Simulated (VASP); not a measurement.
Level of theory: MS2 meta-GGA, VASP's PBE PAW potentials (set 64) (plane waves; VASP 6.6.1).

The input files of a VASP run:

### KPOINTS
```
Regular mesh
0
G
7 7 7
```

INCAR:
```
SYSTEM = SnTe
PREC = Accurate
ENCUT = 520
EDIFF = 1E-7
NELM = 100
ALGO = Normal
LREAL = .FALSE.
LASPH = .TRUE.
ISMEAR = 0
SIGMA = 0.05
METAGGA = MS2
LMIXTAU = .TRUE.
LMAXMIX = 4
LWAVE = .FALSE.
LCHARG = .FALSE.
ISIF = 2
```

### POSCAR
```
SnTe
1
    0.0000000000     3.1662559020     3.1662559020
    3.1662559020     0.0000000000     3.1662559020
    3.1662559020     3.1662559020     0.0000000000
Sn Te
1 1
Direct
  0.0000000000   0.0000000000   0.0000000000
  0.5000000000   0.5000000000   0.5000000000
```

POTCAR, in this order: Sn_d Te (PBE.64 set). Program: vasp_std.

The resulting files:

File OSZICAR:
```
       N       E                     dE             d eps       ncg     rms          rms(c)
DAV:   1     0.104554044416E+03    0.10455E+03   -0.87332E+03   578   0.146E+03
DAV:   2    -0.214673077172E+01   -0.10670E+03   -0.10483E+03   590   0.335E+02
DAV:   3    -0.102957456381E+02   -0.81490E+01   -0.80775E+01   734   0.861E+01
DAV:   4    -0.104951832021E+02   -0.19944E+00   -0.19938E+00   626   0.149E+01
DAV:   5    -0.105045146916E+02   -0.93315E-02   -0.93314E-02   786   0.306E+00    0.801E+00
DAV:   6     0.196979209507E+00    0.10701E+02   -0.76297E+00   590   0.382E+01    0.324E+00
DAV:   7     0.278741189414E+00    0.81762E-01   -0.12503E+00   644   0.179E+01    0.202E+00
DAV:   8     0.267722092601E+00   -0.11019E-01   -0.11255E-01   560   0.508E+00    0.896E-01
DAV:   9     0.273308708011E+00    0.55866E-02   -0.21337E-02   614   0.238E+00    0.303E-01
DAV:  10     0.264403392171E+00   -0.89053E-02   -0.14447E-02   566   0.186E+00    0.163E-01
DAV:  11     0.273202981024E+00    0.87996E-02   -0.49490E-03   560   0.806E-01    0.623E-02
DAV:  12     0.273219262264E+00    0.16281E-04   -0.72041E-04   596   0.264E-01    0.467E-02
DAV:  13     0.273104332815E+00   -0.11493E-03   -0.46588E-04   566   0.218E-01    0.384E-02
DAV:  14     0.273182338628E+00    0.78006E-04   -0.17475E-04   572   0.141E-01    0.111E-02
DAV:  15     0.273173921848E+00   -0.84168E-05   -0.71651E-06   680   0.317E-02    0.590E-03
DAV:  16     0.273178300086E+00    0.43782E-05   -0.20683E-06   566   0.160E-02    0.404E-03
DAV:  17     0.273172512449E+00   -0.57876E-05   -0.57129E-06   560   0.365E-02    0.226E-03
DAV:  18     0.273174503593E+00    0.19911E-05   -0.66156E-07   608   0.121E-02    0.820E-04
DAV:  19     0.273174142726E+00   -0.36087E-06   -0.23239E-08   292   0.251E-03    0.698E-04
DAV:  20     0.273174000946E+00   -0.14178E-06   -0.16420E-08   280   0.235E-03    0.213E-04
DAV:  21     0.273173822772E+00   -0.17817E-06   -0.10575E-08   280   0.153E-03    0.130E-04
DAV:  22     0.273174038762E+00    0.21599E-06   -0.29040E-09   280   0.743E-04    0.746E-05
DAV:  23     0.273173974770E+00   -0.63993E-07   -0.25523E-10   280   0.228E-04
   1 F= 0.27317397E+00 E0= 0.27317397E+00  d E =-.124599E-11
```

**OUTCAR**
```
------------------------ aborting loop because EDIFF is reached ----------------------------------------
  FORCE on cell =-STRESS in cart. coord.  units (eV):
  Direction    XX          YY          ZZ          XY          YZ          ZX
  --------------------------------------------------------------------------------------
  Total       -0.5131742     -0.5131742     -0.5131742      0.0000000      0.0000000      0.0000000
  in kB      -12.9511216    -12.9511216    -12.9511216      0.0000000      0.0000000      0.0000000
  external PRESSURE =     -12.9511216 kB  Pullay stress =       0.0000000 kB
  volume of cell :       63.48
      direct lattice vectors                 reciprocal lattice vectors
     0.000000000  3.166255902  3.166255902    -0.157915221  0.157915221  0.157915221
     3.166255902  0.000000000  3.166255902     0.157915221 -0.157915221  0.157915221
     3.166255902  3.166255902  0.000000000     0.157915221  0.157915221 -0.157915221
 POSITION                                       TOTAL-FORCE (eV/Angst)
 -----------------------------------------------------------------------------------
      0.00000      0.00000      0.00000        -0.000000      0.000000      0.000000
      3.16626      3.16626      3.16626         0.000000     -0.000000     -0.000000
 -----------------------------------------------------------------------------------
    total drift:                               -0.000000      0.000000      0.000000
  FREE ENERGIE OF THE ION-ELECTRON SYSTEM (eV)
  ---------------------------------------------------
  free  energy   TOTEN  =         0.2731739748 eV

  energy  without entropy=        0.2731739748  energy(sigma->0) =        0.27317397
```
(Selected blocks of OUTCAR.)

The compound is SnTe in the rock salt structure, which distorts at low temperature. This cell is one point of a volume scan, at 1.03 of the reference volume.
